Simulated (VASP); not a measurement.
Computed with PBEsol GGA, VASP's PBE PAW potentials (set 64) (plane waves; VASP).

VASP input:

KPOINTS:
```
K-points
0
G
15 15 15
```

File POSCAR:
```
ZrC
1
   -0.0000000000     2.3360033734     2.3360033734
    2.3360033734     0.0000000000     2.3360033734
    2.3360033734     2.3360033734     0.0000000000
Zr C
1 1
Direct
  0.0000000000   0.0000000000   0.0000000000
  0.5000000000   0.5000000000   0.5000000000
```

**INCAR**
```
ALGO  =  Normal
EDIFF  =  1E-7
ENCUT  =  520
GGA  =  PS
ISIF  =  2
ISMEAR  =  -5
LASPH  =  .TRUE.
LCHARG  =  .TRUE.
LMAXMIX  =  4
LORBIT  =  11
LREAL  =  .FALSE.
LWAVE  =  .FALSE.
NEDOS  =  601
NELM  =  100
PREC  =  Accurate
SYSTEM  =  ZrC
```

POTCAR, in this order: Zr_sv C (PBE.64 set). Program: vasp_std.

The resulting files:

File OUTCAR:
```
 ion  position               nearest neighbor table
   1  0.000  0.000  0.000-   2 2.34   2 2.34   2 2.34   2 2.34   2 2.34   2 2.34
   2  0.500  0.500  0.500-   1 2.34   1 2.34   1 2.34   1 2.34   1 2.34   1 2.34
  LATTYP: Found a face centered cubic cell.
 ALAT       =     4.6720067468
 Subroutine PRICEL returns:
 Original cell was already a primitive cell.
 Subroutine GETGRP returns: Found 48 space group operations
The static configuration has the point symmetry O_h .
The dynamic configuration has the point symmetry O_h .
 Subroutine INISYM returns: Found 48 space group operations
 Subroutine IBZKPT returns following result:
 Found    120 irreducible k-points:

 Following reciprocal coordinates:
            Coordinates               Weight
  0.000000  0.000000  0.000000      1.000000
  0.066667  0.000000  0.000000      8.000000
  0.133333  0.000000  0.000000      8.000000
  0.200000  0.000000  0.000000      8.000000
  0.266667  0.000000  0.000000      8.000000
  0.333333  0.000000  0.000000      8.000000
  0.400000  0.000000  0.000000      8.000000
  0.466667  0.000000  0.000000      8.000000
  0.066667  0.066667  0.000000      6.000000
  0.133333  0.066667  0.000000     24.000000
  0.200000  0.066667  0.000000     24.000000
  0.266667  0.066667  0.000000     24.000000
  0.333333  0.066667  0.000000     24.000000
  0.400000  0.066667  0.000000     24.000000
  0.466667  0.066667  0.000000     24.000000
 -0.466667  0.066667  0.000000     24.000000
 -0.400000  0.066667  0.000000     24.000000
 -0.333333  0.066667  0.000000     24.000000
 -0.266667  0.066667  0.000000     24.000000
 -0.200000  0.066667  0.000000     24.000000
 -0.133333  0.066667  0.000000     24.000000
 -0.066667  0.066667  0.000000     12.000000
  0.133333  0.133333  0.000000      6.000000
  0.200000  0.133333  0.000000     24.000000
  0.266667  0.133333  0.000000     24.000000
  0.333333  0.133333  0.000000     24.000000
  0.400000  0.133333  0.000000     24.000000
  0.466667  0.133333  0.000000     24.000000
 -0.466667  0.133333  0.000000     24.000000
 -0.400000  0.133333  0.000000     24.000000
 -0.333333  0.133333  0.000000     24.000000
 -0.266667  0.133333  0.000000     24.000000
 -0.200000  0.133333  0.000000     24.000000
 -0.133333  0.133333  0.000000     12.000000
  0.200000  0.200000  0.000000      6.000000
  0.266667  0.200000  0.000000     24.000000
  0.333333  0.200000  0.000000     24.000000
  0.400000  0.200000  0.000000     24.000000
  0.466667  0.200000  0.000000     24.000000
 -0.466667  0.200000  0.000000     24.000000
   k-points           NKPTS =    120   k-points in BZ     NKDIM =    120   number of bands    NBANDS=     12
   number of dos      NEDOS =    601   number of ions     NIONS =      2
   total plane-waves  NPLWV =  21952
   dimension x,y,z NGX =    28 NGY =   28 NGZ =   28
   dimension x,y,z NGXF=    56 NGYF=   56 NGZF=   56
   ions per type =               1   1
   PREC   = accura    normal or accurate (medium, high low for compatibility)
   ISTART =      0    job   : 0-new  1-cont  2-samecut
   ICHARG =      2    charge: 1-file 2-atom 10-const
   ISPIN  =      1    spin polarized calculation?
   LNONCOLLINEAR =      F non collinear calculations
   LSORBIT =      F    spin-orbit coupling
   INIWAV =      1    electr: 0-lowe 1-rand  2-diag
   ENCUT  =  520.0 eV  38.22 Ry    6.18 a.u.   6.14  6.14  6.14*2*pi/ulx,y,z
   NELM   =    100;   NELMIN=  2; NELMDL= -5     # of ELM steps
   EDIFF  = 0.1E-06   stopping-criterion for ELM
   LREAL  =      F    real-space projection
   NLSPLINE    = F    spline interpolate recip. space projectors
   LMAXMIX     =    4 max onsite mixed and CHGCAR
...
```

File OSZICAR:
```
       N       E                     dE             d eps       ncg     rms          rms(c)
DAV:   1     0.110389992340E+03    0.11039E+03   -0.90700E+03  2880   0.135E+03
DAV:   2    -0.178403829882E+02   -0.12823E+03   -0.11995E+03  3300   0.337E+02
DAV:   3    -0.235614249946E+02   -0.57210E+01   -0.56326E+01  4300   0.641E+01
DAV:   4    -0.237781366373E+02   -0.21671E+00   -0.21656E+00  3732   0.115E+01
DAV:   5    -0.237832382443E+02   -0.51016E-02   -0.51017E-02  4140   0.155E+00    0.224E+01
DAV:   6    -0.207158940287E+02    0.30673E+01   -0.14669E+01  3268   0.272E+01    0.901E+00
DAV:   7    -0.205918885798E+02    0.12401E+00   -0.65921E-01  3412   0.659E+00    0.637E+00
DAV:   8    -0.205760398314E+02    0.15849E-01   -0.13569E-01  3092   0.332E+00    0.131E+00
DAV:   9    -0.205727949699E+02    0.32449E-02   -0.28165E-02  3520   0.111E+00    0.481E-01
DAV:  10    -0.205728441726E+02   -0.49203E-04   -0.19133E-03  3392   0.551E-01    0.313E-01
DAV:  11    -0.205726620677E+02    0.18210E-03   -0.61455E-04  3252   0.192E-01    0.199E-02
DAV:  12    -0.205726610581E+02    0.10097E-05   -0.84451E-06  4100   0.343E-02    0.993E-03
DAV:  13    -0.205726608357E+02    0.22236E-06   -0.30042E-07  3152   0.563E-03    0.118E-03
DAV:  14    -0.205726609527E+02   -0.11702E-06   -0.24649E-08  1768   0.130E-03    0.491E-04
DAV:  15    -0.205726609905E+02   -0.37799E-07   -0.88234E-09  1636   0.762E-04
   1 F= -.20572661E+02 E0= -.20572661E+02  d E =0.000000E+00
```

OUTCAR:
```
------------------------ aborting loop because EDIFF is reached ----------------------------------------
  FORCE on cell =-STRESS in cart. coord.  units (eV):
  Direction    XX          YY          ZZ          XY          YZ          ZX
  --------------------------------------------------------------------------------------
  Total       -0.0120278     -0.0120278     -0.0120278      0.0000000      0.0000000     -0.0000000
  in kB       -0.7558684     -0.7558684     -0.7558684      0.0000000      0.0000000     -0.0000000
  external PRESSURE =      -0.7558684 kB  Pullay stress =       0.0000000 kB
  volume of cell :       25.49
      direct lattice vectors                 reciprocal lattice vectors
     0.000000000  2.336003373  2.336003373    -0.214040787  0.214040787  0.214040787
     2.336003373  0.000000000  2.336003373     0.214040787 -0.214040787  0.214040787
     2.336003373  2.336003373  0.000000000     0.214040787  0.214040787 -0.214040787
 POSITION                                       TOTAL-FORCE (eV/Angst)
 -----------------------------------------------------------------------------------
      0.00000      0.00000      0.00000        -0.000000      0.000000     -0.000000
      2.33600      2.33600      2.33600         0.000000     -0.000000      0.000000
 -----------------------------------------------------------------------------------
    total drift:                                0.000000      0.000000      0.000000
  FREE ENERGIE OF THE ION-ELECTRON SYSTEM (eV)
  ---------------------------------------------------
  free  energy   TOTEN  =       -20.5726609905 eV

  energy  without entropy=      -20.5726609905  energy(sigma->0) =      -20.57266099

 total charge

# of ion       s       p       d       tot
------------------------------------------
    1        2.180   6.045   1.664   9.889
    2        0.882   1.471   0.000   2.353
--------------------------------------------------
tot          3.063   7.516   1.664  12.243
```
(Selected blocks of OUTCAR.)

For a metal the tetrahedron method with Blöchl corrections gives inexact stress and forces.

The compound is ZrC in the rock salt structure. It was relaxed first.
